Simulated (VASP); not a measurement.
VASP ran on this input.

**INCAR**
```
! general
SYSTEM = K
PREC   = Accurate
ENCUT  = 400   ! plane-wave cut-off (eV)
LREAL  = .False.   ! projection in real space or not
LASPH  = .True.   ! aspherical one-centre terms

! electronic loop
EDIFF  = 1E-6
NELM   = 100   ! most electronic steps
ALGO   = Normal

! smearing
ISMEAR = 1   ! Methfessel-Paxton
SIGMA  = 0.1   ! width (eV)

! functional
GGA    = PE   ! PBE

! ions
ISIF   = 2

! output
LWAVE  = .False.
LCHARG = .False.
```

POSCAR:
```
K
1
   -2.6928000000     2.6928000000     2.6928000000
    2.6928000000    -2.6928000000     2.6928000000
    2.6928000000     2.6928000000    -2.6928000000
K
1
Direct
  0.0000000000   0.0000000000   0.0000000000
```

### KPOINTS
```
Regular mesh
0
gamma
  3 3 3
0 0 0
```

POTCAR, in this order: K_sv (PBE.64 set). Program: vasp_std.

Question: Write an equivalent input for Quantum ESPRESSO's pw.x.

Answer: One equivalent input (not run):
```
&CONTROL
  calculation = 'scf'
  pseudo_dir = './pseudo'
  outdir = './out'
  tprnfor = .true.
  tstress = .true.
/
&SYSTEM
  ibrav = 0
  nat = 1
  ntyp = 1
  ecutwfc = 74
  occupations = 'smearing'
  smearing = 'methfessel-paxton'
  degauss = 0.00735
  input_dft = 'pbe'
/
&ELECTRONS
  conv_thr = 7.3e-08
  electron_maxstep = 100
/
ATOMIC_SPECIES
  K 39.098 K.upf
CELL_PARAMETERS angstrom
    -2.6928000    2.6928000    2.6928000
     2.6928000   -2.6928000    2.6928000
     2.6928000    2.6928000   -2.6928000
ATOMIC_POSITIONS crystal
  K    0.0000000  0.0000000  0.0000000
K_POINTS automatic
  3 3 3 0 0 0
```
The two are equivalent in intent, not identical: the potentials are each code's own (VASP's PAW set, PseudoDojo norm-conserving files in pw.x), so ENCUT and ecutwfc are chosen apart and not converted; conv_thr bounds pw.x's estimated SCF error, while EDIFF bounds the energy change between steps.

The compound is K in the bcc structure. The cell was not relaxed at this level. The k-mesh is coarse (spacing up to 0.55 per Å, 2π included), so the numbers may not be converged in it. The run is one of a series of settings (KPOINTS 3×3×3 Γ-centred mesh against the base run), some of them coarse on purpose.
